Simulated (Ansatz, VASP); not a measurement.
# Cross-check of Sn13H15 (Sn wire along [111], 26 atoms a period, H-terminated) between VASP and Ansatz, part 2 of 2

Wanted: the spread between two codes on one cell, functional and k mesh. The structure shown is the start of the Ansatz relaxation below; VASP solves that cell, so the two are compared at the walk's first step.

VASP 6.6.1 and Ansatz 0.2.0.

So far: Starting point; Ansatz: relaxation, PBE.

## (3) VASP: single point, PBE, start cell

Level of this step: PBE; plane waves and PAW (Sn_d, H) (VASP).

The same cell, functional, mesh and smearing now go to VASP, with its own data sets.

Lines of VASP's logs that name or quote its potential files are left out, and so is its time.

File INCAR:

```
SYSTEM = Sn13H15
PREC = Accurate
ENCUT = 400
EDIFF = 1E-06
NELM = 120
ISMEAR = -1
SIGMA = 0.05
LREAL = Auto
ALGO = Normal
GGA = PE
NBANDS = 240
LORBIT = 11
LWAVE = .FALSE.
LCHARG = .FALSE.
ISIF = 2
LASPH = .TRUE.
GGA_COMPAT = .FALSE.
EFERMI = MIDGAP
KPAR = 2
```

File POSCAR:

```
Sn13H15
1.0
   19.0620000000      0.0000000000      0.0000000000
    0.0000000000     18.2440000000      0.0000000000
    0.0000000000      0.0000000000     12.1369625286
Sn H
26 30
Direct
    0.2520296401      0.5082048893      0.0022672065
    0.3692079530      0.7202845867      0.0022616038
    0.5000000000      0.5000067968      0.9999778969
    0.6307920470      0.7202845867      0.0022616038
    0.2520296401      0.4918162135      0.2477328238
    0.3692079530      0.2797365161      0.2477384266
    0.3828092540      0.7284946832      0.2477254909
    0.5000000000      0.5000143060      0.2500221334
    0.6307920470      0.2797365161      0.2477384266
    0.6171907460      0.7284946832      0.2477254909
    0.7479703599      0.4918162135      0.2477328238
    0.3770296926      0.4258358912      0.3321992842
    0.5000000000      0.6483750822      0.3321899738
    0.6229703074      0.4258358912      0.3321992842
    0.3792190746      0.4271493094      0.5815245164
    0.5000000000      0.6457359680      0.5815162770
    0.6207809254      0.4271493094      0.5815245164
    0.3792190746      0.5728717934      0.6684755140
    0.5000000000      0.3542851348      0.6684837533
    0.6207809254      0.5728717934      0.6684755140
    0.3770296926      0.5741852116      0.9178007461
    0.5000000000      0.3516460206      0.9178100565
    0.6229703074      0.5741852116      0.9178007461
    0.3828092540      0.2715264196      0.0022745394
    0.6171907460      0.2715264196      0.0022745394
    0.7479703599      0.5082048893      0.0022672065
    0.1813782919      0.4384597676      0.2907310834
    0.2407869583      0.5771090770      0.3106368052
    0.2896608960      0.2424828985      0.2907531646
    0.3064821635      0.6960498794      0.3106307081
    0.3916959396      0.8191014580      0.2907391579
    0.4342909978      0.2269181100      0.3106148887
    0.5657090022      0.2269181100      0.3106148887
    0.6083040604      0.8191014580      0.2907391579
    0.7103391040      0.2424828985      0.2907531646
    0.6935178365      0.6960498794      0.3106307081
    0.7592130417      0.5771090770      0.3106368052
    0.8186217081      0.4384597676      0.2907310834
    0.3047955619      0.6177643609      0.6171552600
    0.5000000000      0.2644978623      0.6171591324
    0.6952044381      0.6177643609      0.6171552600
    0.3047955619      0.3822567419      0.6328447704
    0.5000000000      0.7355232405      0.6328408979
    0.6952044381      0.3822567419      0.6328447704
    0.1813782919      0.5615613352      0.9592689470
    0.2407869583      0.4229120258      0.9393632252
    0.3064821635      0.3039712234      0.9393693222
    0.2896608960      0.7575382043      0.9592468656
    0.3916959396      0.1809196448      0.9592608724
    0.4342909978      0.7731029927      0.9393851416
    0.5657090022      0.7731029927      0.9393851416
    0.6083040604      0.1809196448      0.9592608724
    0.6935178365      0.3039712234      0.9393693222
    0.7103391040      0.7575382043      0.9592468656
    0.7592130417      0.4229120258      0.9393632252
    0.8186217081      0.5615613352      0.9592689470
```

File KPOINTS:

```
Automatic mesh
0
Gamma
1 1 5
0 0 0
```

Potentials, in the order of the species: Sn_d and H (PBE family, release 64).

Run with:

```
$ mpirun -np 8 vasp_std
```

Numbers of over 12 decimals in the logs are rounded to 6 here.

The log of the run:

```text
[banner, memory and clock lines left out]
running    8 mpi-ranks, on    1 nodes
[...]
|                                                                             |
|           W    W    AA    RRRRR   N    N  II  N    N   GGGG   !!!           |
|           W    W   A  A   R    R  NN   N  II  NN   N  G    G  !!!           |
|           W    W  A    A  R    R  N N  N  II  N N  N  G       !!!           |
|           W WW W  AAAAAA  RRRRR   N  N N  II  N  N N  G  GGG   !            |
|           WW  WW  A    A  R   R   N   NN  II  N   NN  G    G                |
|           W    W  A    A  R    R  N    N  II  N    N   GGGG   !!!           |
|                                                                             |
|     For optimal performance we recommend to set                             |
|       NCORE = 2 up to number-of-cores-per-socket                            |
|     NCORE specifies how many cores store one orbital (NPAR=cpu/NCORE).      |
|     This setting can greatly improve the performance of VASP for DFT.       |
|     The default, NCORE=1 might be grossly inefficient on modern             |
|     multi-core architectures or massively parallel machines. Do your        |
|     Unfortunately you need to use the default for GW and RPA                |
|     calculations (for HF NCORE is supported but not extensively tested      |
|     yet).                                                                   |
|                                                                             |

 LDA part: xc-table for (Slater+PW92), standard interpolation
 POSCAR, INCAR and KPOINTS ok, starting setup
[...]
entering main loop
       N       E                     dE             d eps       ncg     rms          rms(c)
DAV:   1     0.284221119958E+04    0.28422E+04   -0.16035E+05  1872   0.116E+03
DAV:   2     0.915787938844E+02   -0.27506E+04   -0.27107E+04  1672   0.313E+02
DAV:   3    -0.184658927169E+03   -0.27624E+03   -0.27501E+03  1656   0.131E+02
DAV:   4    -0.196455876137E+03   -0.11797E+02   -0.11762E+02  1648   0.302E+01
[...]
DAV:  24    -0.188019317698E+03   -0.71196E-05   -0.18844E-07  1024   0.101E-03    0.343E-04
DAV:  25    -0.188019320593E+03   -0.28947E-05   -0.10764E-07  1000   0.656E-04    0.122E-04
DAV:  26    -0.188019321367E+03   -0.77410E-06   -0.33631E-08   992   0.700E-04
   1 F= -.18801932E+03 E0= -.18801931E+03  d E =-.287647E-04
```

From OUTCAR (step 3):

```text
  Total       -5.6848062     -5.6846638    -33.7986873      0.0000000     -0.0022356      0.0000000
  in kB       -2.1578821     -2.1578280    -12.8295633      0.0000000     -0.0008486      0.0000000
  external PRESSURE =      -5.7150911 kB  Pullay stress =       0.0000000 kB

 POSITION                                       TOTAL-FORCE (eV/Angst)
 -----------------------------------------------------------------------------------
      4.80419      9.27169      0.02752        -0.002390     -0.144723      0.389130
      7.03784     13.14087      0.02745         0.123890      0.076050      0.387787
      9.53100      9.12212     12.13669         0.000000     -0.000012      0.321467
     12.02416     13.14087      0.02745        -0.123890      0.076050      0.387787
      4.80419      8.97269      3.00672        -0.002390      0.144723     -0.389130
      7.03784      5.10351      3.00679         0.123890     -0.076050     -0.387787
      7.29711     13.29066      3.00664        -0.127701     -0.069030     -0.388272
      9.53100      9.12226      3.03451         0.000000      0.000012     -0.321467
     12.02416      5.10351      3.00679        -0.123890     -0.076050     -0.387787
     11.76489     13.29066      3.00664         0.127701     -0.069030     -0.388272
     14.25781      8.97269      3.00672         0.002390      0.144723     -0.389130
      7.18694      7.76895      4.03189        -0.001289     -0.002839      0.310074
      9.53100     11.82895      4.03178         0.000000      0.001708      0.310241
     11.87506      7.76895      4.03189         0.001289     -0.002839      0.310074
[...]
-----------------------------------------------------------------------------------
    total drift:                                0.000000     -0.000000      0.000006

  FREE ENERGIE OF THE ION-ELECTRON SYSTEM (eV)
  ---------------------------------------------------
  free  energy   TOTEN  =      -188.0193213667 eV

  energy  without entropy=     -188.0192926021  energy(sigma->0) =     -188.01930698

[... 3 further parts left out ...]
[key lines of the parts left out:]
E-fermi :  -2.4573
```

## (4) Side by side

Known differences besides the potentials themselves: the cutoff is 420 eV in Ansatz and 400 eV in VASP (PREC = Accurate, projectors in real space). Total energies have different zeros and are not compared.

Forces on 7 of the 56 atoms, those with the largest forces and the largest differences (eV/Å; atoms numbered as in POSCAR):

```csv
atom,"Ansatz x, y, z","VASP x, y, z"
Sn2,"0.127, 0.062, 0.403","0.124, 0.076, 0.388"
Sn4,"-0.127, 0.062, 0.403","-0.124, 0.076, 0.388"
Sn6,"0.127, -0.062, -0.403","0.124, -0.076, -0.388"
Sn7,"-0.117, -0.079, -0.402","-0.128, -0.069, -0.388"
Sn9,"-0.127, -0.062, -0.403","-0.124, -0.076, -0.388"
Sn10,"0.117, -0.079, -0.402","0.128, -0.069, -0.388"
Sn25,"0.117, 0.079, 0.402","0.128, 0.069, 0.388"
```

The forces differ by 8.0 meV/Å r.m.s., which is 5.1 % of the r.m.s. force of 0.156 eV/Å (both taken over all components).

## (5) Outcome

* r.m.s. force difference (single point, PBE, start cell): 8.0 meV/Å

In words: The r.m.s. force difference is 8.0 meV/Å (single point, PBE, start cell), within the 12 meV/Å picked in this series as the mark of a large difference. VASP runs on this material, other cells and data sets included, that failed, so that no pair exists: single point, PBE (timeout). How closely two codes agree says nothing of how well the functional describes the real material.

[Lines on the potential files, build, host, timing and source positions are cut from VASP's logs without a mark.]

[Logs are printed without paths, hosts, clocks, repeated set-up lines and the standing remarks that a program may print on its own settings, such as how far it seeks lower states.]

[Hosts, paths, dates, database ids (printed as entryN), source tags and the programs' standing remarks are cut or masked in the printed files.]
